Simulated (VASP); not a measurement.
An input for Quantum ESPRESSO's pw.x (written as the equivalent of a VASP run, and not itself run):

```
&CONTROL
  calculation = 'vc-relax'
  pseudo_dir = './pseudo'
  outdir = './out'
  tprnfor = .true.
  tstress = .true.
  nstep = 40
  forc_conv_thr = 0.00078
/
&SYSTEM
  ibrav = 0
  nat = 2
  ntyp = 2
  ecutwfc = 86
  occupations = 'smearing'
  smearing = 'gaussian'
  degauss = 0.003675
  input_dft = 'pbe'
/
&ELECTRONS
  conv_thr = 7.3e-08
  electron_maxstep = 100
/
&IONS
/
&CELL
  press = 300
/
ATOMIC_SPECIES
  Mg 24.305 Mg.upf
  Se 78.971 Se.upf
CELL_PARAMETERS angstrom
     0.0000000    2.5662309    2.5662309
     2.5662309    0.0000000    2.5662309
     2.5662309    2.5662309    0.0000000
ATOMIC_POSITIONS crystal
  Mg   0.0000000  0.0000000  0.0000000
  Se   0.5000000  0.5000000  0.5000000
K_POINTS automatic
  9 9 9 0 0 0
```

Problem. Translate this input to VASP (INCAR, KPOINTS, POSCAR, choice of POTCAR).

Solution. This is not unique; one that fits is 
POSCAR:
```
MgSe
1
    0.0000000000     2.5662309077     2.5662309077
    2.5662309077     0.0000000000     2.5662309077
    2.5662309077     2.5662309077     0.0000000000
Mg Se
1 1
Direct
  0.0000000000   0.0000000000   0.0000000000
  0.5000000000   0.5000000000   0.5000000000
```

### INCAR
```
EDIFFG = -0.02   # ionic stop
LWAVE = F
GGA = PE   # PBE
NSW = 40   # most ionic steps
NELM = 100   # most electronic steps
ISMEAR = 0
LASPH = T
PREC = Accurate
SIGMA = 0.05
SYSTEM = MgSe
EDIFF = 1E-6   # SCF stop (eV)
LCHARG = F
LREAL = F   # projection in real space or not
ISIF = 3
ENCUT = 500
IBRION = 2   # conjugate gradients
ALGO = Normal
PSTRESS = 300
LMAXMIX = 4
```

**KPOINTS**
```
Automatic mesh
0
Gamma
9 9 9
0 0 0
```

POTCAR, in this order: Mg Se (PBE.64 set). Program: vasp_std.

What does not carry over: the potentials are each code's own (VASP's PAW set, PseudoDojo norm-conserving files in pw.x), so ENCUT and ecutwfc are chosen apart and not converted; conv_thr bounds pw.x's estimated SCF error, while EDIFF bounds the energy change between steps; forc_conv_thr acts on force components and is met together with etot_conv_thr.

The compound is MgSe in the rock salt structure. This run relaxes it under an external pressure of 30 GPa. Symmetry was kept, so distortions that lower it aren't found.
